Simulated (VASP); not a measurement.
Level of theory: PBE GGA, VASP's PBE PAW potentials (set 64) (plane waves; VASP 6.6.1).

The input files of a VASP run:

**INCAR**
```
NELM  =  100
SIGMA  =  0.2
LCHARG  =  .FALSE.
EDIFFG  =  -0.01   ! ionic stop
ISMEAR  =  0
PREC  =  Accurate
ALGO  =  Normal
NSW  =  50   ! most ionic steps
GGA  =  PE   ! PBE
ISIF  =  3   ! ions, shape and volume
LWAVE  =  .FALSE.
LASPH  =  .TRUE.   ! aspherical one-centre terms
IBRION  =  2   ! conjugate gradients
SYSTEM  =  Mo
LREAL  =  .FALSE.   ! projection in real space or not
LMAXMIX  =  4   ! l cut-off of mixed one-centre charges
EDIFF  =  1E-6   ! SCF stop (eV)
ENCUT  =  300   ! plane-wave cut-off (eV)
```

### KPOINTS
```
Automatic mesh
0
Gamma
12 12 12
0 0 0
```

### POSCAR
```
Mo
1
   -1.5394050000     1.5394050000     1.5394050000
    1.5394050000    -1.5394050000     1.5394050000
    1.5394050000     1.5394050000    -1.5394050000
Mo
1
Direct
  0.0000000000   0.0000000000   0.0000000000
```

POTCAR, in this order: Mo_sv (PBE.64 set). Program: vasp_std.

The run wrote:

### OUTCAR
```
 ion  position               nearest neighbor table
   1  0.000  0.000  0.000-
  LATTYP: Found a body centered cubic cell.
 ALAT       =     3.0788100000
 Subroutine PRICEL returns:
 Original cell was already a primitive cell.
 Subroutine GETGRP returns: Found 48 space group operations
The static configuration has the point symmetry O_h .
The dynamic configuration has the point symmetry O_h .
 Subroutine INISYM returns: Found 48 space group operations
 Subroutine IBZKPT returns following result:
 Found     72 irreducible k-points:

 Following reciprocal coordinates:
            Coordinates               Weight
  0.000000  0.000000  0.000000      1.000000
  0.083333  0.000000  0.000000     12.000000
  0.166667  0.000000  0.000000     12.000000
  0.250000  0.000000  0.000000     12.000000
  0.333333  0.000000  0.000000     12.000000
  0.416667  0.000000  0.000000     12.000000
  0.500000  0.000000  0.000000      6.000000
  0.083333  0.083333  0.000000     24.000000
  0.166667  0.083333  0.000000     48.000000
  0.250000  0.083333 -0.000000     48.000000
...
```

File OSZICAR:
```
...
DAV:   9    -0.108630154220E+02   -0.51671E-04   -0.58112E-05  1855   0.962E-02    0.820E-02
DAV:  10    -0.108630218267E+02   -0.64047E-05   -0.80940E-06  1689   0.370E-02    0.803E-03
DAV:  11    -0.108630228178E+02   -0.99118E-06   -0.24139E-07   981   0.559E-03
   1 F= -.10863023E+02 E0= -.10860121E+02  d E =-.108630E+02
       N       E                     dE             d eps       ncg     rms          rms(c)
DAV:   1    -0.288337762373E+02   -0.17971E+02   -0.45715E+02  1602   0.296E+02    0.479E+01
DAV:   2    -0.103690772592E+02    0.18465E+02   -0.52954E+01  1596   0.756E+01    0.240E+01
DAV:   3    -0.101797134807E+02    0.18936E+00   -0.12573E+00  1692   0.130E+01    0.145E+01
DAV:   4    -0.103256911032E+02   -0.14598E+00   -0.15346E-01  1668   0.454E+00    0.430E+00
DAV:   5    -0.103475569718E+02   -0.21866E-01   -0.17344E-02  1617   0.102E+00    0.352E-01
DAV:   6    -0.103476395828E+02   -0.82611E-04   -0.20893E-04  1728   0.134E-01    0.435E-02
DAV:   7    -0.103476500912E+02   -0.10508E-04   -0.37019E-06  1716   0.208E-02    0.490E-03
DAV:   8    -0.103476501948E+02   -0.10362E-06   -0.39583E-08  1026   0.239E-03
   2 F= -.10347650E+02 E0= -.10342643E+02  d E =0.515373E+00
       N       E                     dE             d eps       ncg     rms          rms(c)
DAV:   1    -0.193882411363E+02   -0.90406E+01   -0.20005E+02  1614   0.188E+02    0.391E+01
DAV:   2    -0.116972359647E+02    0.76910E+01   -0.14756E+01  1587   0.509E+01    0.616E+00
DAV:   3    -0.109066818375E+02    0.79055E+00   -0.25939E+00  1664   0.202E+01    0.841E+00
DAV:   4    -0.109439506311E+02   -0.37269E-01   -0.37160E-02  1655   0.224E+00    0.231E+00
DAV:   5    -0.109478807358E+02   -0.39301E-02   -0.15364E-02  1741   0.156E+00    0.168E-01
DAV:   6    -0.109478561603E+02    0.24575E-04   -0.10383E-04  1677   0.102E-01    0.428E-02
DAV:   7    -0.109478475167E+02    0.86437E-05   -0.88076E-06  1707   0.358E-02    0.647E-03
DAV:   8    -0.109478475920E+02   -0.75277E-07   -0.23635E-08   899   0.168E-03
   3 F= -.10947848E+02 E0= -.10944717E+02  d E =-.848248E-01
       N       E                     dE             d eps       ncg     rms          rms(c)
DAV:   1    -0.109615061187E+02   -0.13659E-01   -0.31234E-01  1647   0.791E+00    0.119E+00
DAV:   2    -0.109496913902E+02    0.11815E-01   -0.24510E-02  1629   0.196E+00    0.207E-01
DAV:   3    -0.109488145568E+02    0.87683E-03   -0.37221E-03  1710   0.757E-01    0.183E-01
DAV:   4    -0.109489400315E+02   -0.12547E-03   -0.51044E-05  1650   0.740E-02    0.687E-03
DAV:   5    -0.109489428835E+02   -0.28520E-05   -0.39027E-06  1707   0.240E-02    0.147E-03
DAV:   6    -0.109489426222E+02    0.26127E-06   -0.50664E-08   819   0.276E-03
   4 F= -.10948943E+02 E0= -.10945854E+02  d E =-.859198E-01
       N       E                     dE             d eps       ncg     rms          rms(c)
DAV:   1    -0.109493805736E+02   -0.43769E-03   -0.10930E-02  1650   0.148E+00    0.221E-01
DAV:   2    -0.109489572591E+02    0.42331E-03   -0.86186E-04  1635   0.366E-01    0.391E-02
DAV:   3    -0.109489308965E+02    0.26363E-04   -0.12977E-04  1713   0.141E-01    0.333E-02
DAV:   4    -0.109489420759E+02   -0.11179E-04   -0.18415E-06  1469   0.140E-02    0.132E-03
DAV:   5    -0.109489422816E+02   -0.20569E-06   -0.13146E-07   822   0.439E-03
   5 F= -.10948942E+02 E0= -.10945861E+02  d E =-.859195E-01
       N       E                     dE             d eps       ncg     rms          rms(c)
DAV:   1    -0.109489428957E+02   -0.81986E-06   -0.26023E-06  1368   0.229E-02    0.321E-03
DAV:   2    -0.109489429562E+02   -0.60424E-07   -0.19993E-07   792   0.564E-03
   6 F= -.10948943E+02 E0= -.10945862E+02  d E =-.674588E-06
       N       E                     dE             d eps       ncg     rms          rms(c)
DAV:   1    -0.109489452717E+02   -0.23759E-05   -0.22055E-05  1686   0.668E-02    0.979E-03
DAV:   2    -0.109489449067E+02    0.36500E-06   -0.18757E-06  1350   0.171E-02
   7 F= -.10948945E+02 E0= -.10945863E+02  d E =-.262510E-05
       N       E                     dE             d eps       ncg     rms          rms(c)
DAV:   1    -0.109489445865E+02    0.68519E-06   -0.25302E-07   798   0.630E-03    0.168E-03
DAV:   2    -0.109489444234E+02    0.16306E-06   -0.10220E-08   792   0.110E-03
   8 F= -.10948944E+02 E0= -.10945863E+02  d E =0.483245E-06
       N       E                     dE             d eps       ncg     rms          rms(c)
DAV:   1    -0.109489441710E+02    0.41552E-06   -0.35570E-09   792   0.762E-04    0.338E-05
DAV:   2    -0.109489441811E+02   -0.10186E-07   -0.17200E-10   792   0.166E-04
   9 F= -.10948944E+02 E0= -.10945863E+02  d E =0.725521E-06
       N       E                     dE             d eps       ncg     rms          rms(c)
DAV:   1    -0.109489442087E+02   -0.37708E-07   -0.94452E-09   792   0.139E-03    0.194E-04
DAV:   2    -0.109489442203E+02   -0.11637E-07   -0.75978E-10   792   0.338E-04
  10 F= -.10948944E+02 E0= -.10945863E+02  d E =0.686363E-06
       N       E                     dE             d eps       ncg     rms          rms(c)
DAV:   1    -0.109489442697E+02   -0.60988E-07   -0.34221E-08   792   0.267E-03    0.382E-04
DAV:   2    -0.109489442903E+02   -0.20666E-07   -0.30955E-09   792   0.687E-04
  11 F= -.10948944E+02 E0= -.10945863E+02  d E =0.616346E-06
       N       E                     dE             d eps       ncg     rms          rms(c)
DAV:   1    -0.109489443916E+02   -0.12193E-06   -0.13691E-07   792   0.533E-03    0.761E-04
DAV:   2    -0.109489444299E+02   -0.38268E-07   -0.12422E-08   792   0.138E-03
  12 F= -.10948944E+02 E0= -.10945863E+02  d E =0.476811E-06
       N       E                     dE             d eps       ncg     rms          rms(c)
DAV:   1    -0.109489446429E+02   -0.25128E-06   -0.54772E-07   792   0.107E-02    0.152E-03
DAV:   2    -0.109489447067E+02   -0.63823E-07   -0.49717E-08   792   0.275E-03
  13 F= -.10948945E+02 E0= -.10945863E+02  d E =0.199978E-06
       N       E                     dE             d eps       ncg     rms          rms(c)
DAV:   1    -0.109489451748E+02   -0.53195E-06   -0.22272E-06  1297   0.213E-02    0.307E-03
DAV:   2    -0.109489452363E+02   -0.61459E-07   -0.19538E-07   795   0.555E-03
  14 F= -.10948945E+02 E0= -.10945864E+02  d E =-.329607E-06
       N       E                     dE             d eps       ncg     rms          rms(c)
DAV:   1    -0.109489463371E+02   -0.11623E-05   -0.89260E-06  1644   0.426E-02    0.616E-03
DAV:   2    -0.109489462802E+02    0.56948E-07   -0.78157E-07   795   0.111E-02
  15 F= -.10948946E+02 E0= -.10945864E+02  d E =-.137353E-05
       N       E                     dE             d eps       ncg     rms          rms(c)
DAV:   1    -0.109489490876E+02   -0.27505E-05   -0.35711E-05  1617   0.851E-02    0.123E-02
DAV:   2    -0.109489482275E+02    0.86016E-06   -0.31693E-06  1581   0.222E-02
  16 F= -.10948948E+02 E0= -.10945866E+02  d E =-.332082E-05
       N       E                     dE             d eps       ncg     rms          rms(c)
DAV:   1    -0.109489562869E+02   -0.71992E-05   -0.14324E-04  1653   0.170E-01    0.247E-02
DAV:   2    -0.109489515383E+02    0.47486E-05   -0.12715E-05  1644   0.445E-02    0.457E-03
DAV:   3    -0.109489503651E+02    0.11731E-05   -0.18532E-06  1379   0.169E-02    0.469E-03
DAV:   4    -0.109489492148E+02    0.11504E-05   -0.38776E-08   798   0.205E-03    0.220E-04
DAV:   5    -0.109489492005E+02    0.14265E-07   -0.38548E-09   792   0.720E-04
  17 F= -.10948949E+02 E0= -.10945866E+02  d E =-.429383E-05
```

OUTCAR:
```
------------------------ aborting loop because EDIFF is reached ----------------------------------------
  FORCE on cell =-STRESS in cart. coord.  units (eV):
  Direction    XX          YY          ZZ          XY          YZ          ZX
  --------------------------------------------------------------------------------------
  Total        0.0090160      0.0090160      0.0090160      0.0000000      0.0000000     -0.0000000
  in kB        0.9147376      0.9147376      0.9147376      0.0000000      0.0000000     -0.0000000
  external PRESSURE =       0.9147376 kB  Pullay stress =       0.0000000 kB
  volume of cell :       15.79
      direct lattice vectors                 reciprocal lattice vectors
    -1.580482682  1.580482682  1.580482682     0.000000000  0.316359050  0.316359050
     1.580482682 -1.580482682  1.580482682     0.316359050  0.000000000  0.316359050
     1.580482682  1.580482682 -1.580482682     0.316359050  0.316359050  0.000000000
 POSITION                                       TOTAL-FORCE (eV/Angst)
 -----------------------------------------------------------------------------------
      0.00000      0.00000     -0.00000         0.000000     -0.000000      0.000000
 -----------------------------------------------------------------------------------
    total drift:                               -0.000000     -0.000000      0.000000
  FREE ENERGIE OF THE ION-ELECTRON SYSTEM (eV)
  ---------------------------------------------------
  free  energy   TOTEN  =       -10.9489492005 eV

  energy  without entropy=      -10.9427826468  energy(sigma->0) =      -10.94586592

 reached required accuracy - stopping structural energy minimisation
```
(Selected blocks of OUTCAR.)

### CONTCAR
```
Mo
   1.00000000000000
    -1.5804826820130959    1.5804826820130959    1.5804826820130959
     1.5804826820130959   -1.5804826820130959    1.5804826820130959
     1.5804826820130959    1.5804826820130959   -1.5804826820130959
  Mo
     1
Direct
     0.0000000000000000    0.0000000000000000    0.0000000000000000
```

At this cut-off the stress carries a Pulay error, which pulls relaxed volumes low. Energy and stress use the plane-wave basis of the starting cell.

The structure is a typed Mo crystal. This run relaxes it. Symmetry was kept, so distortions that lower it aren't found. The run is one of a series of settings (EDIFFG = -0.01, IBRION = 2, ISIF = 3, NSW = 50 against the base run), some of them coarse on purpose.
